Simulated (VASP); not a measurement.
```
SnZnAs2
1.0
    4.15618     0.00000     0.00000
    0.00000     4.15618     0.00000
    0.00000     0.00000     5.79174
Zn Sn As
1 1 2
Direct
  0.00000   0.00000   0.00000
  0.50000   0.50000   0.50000
  0.00000   0.50000   0.22249
  0.50000   0.00000   0.77751
```

All values below come from PBEsol GGA, VASP's PBE PAW potentials (set 64) (plane waves; VASP). Numerical set-up: 400 eV cut-off, 8×8×6 Γ-centred mesh, tetrahedra with Blöchl corrections, potentials Zn Sn_d As.

Q: The job: ZnSnAs$_{2}$ (space group P-4m2), 4 atoms, PBEsol, static run, 400 eV, 8×8×6 Γ-centred mesh. Roughly how much core time does it take on a busy server core?

A: About 60 core-seconds (one run on a shared machine, a rough figure). It had 60 irreducible k-points, 22 bands, up to 1860 plane waves and 15 electronic steps.

The structure comes from a computed database's ZnSnAs2 entry (P-4m2); how it stands against other phases isn't given here. It was relaxed first.
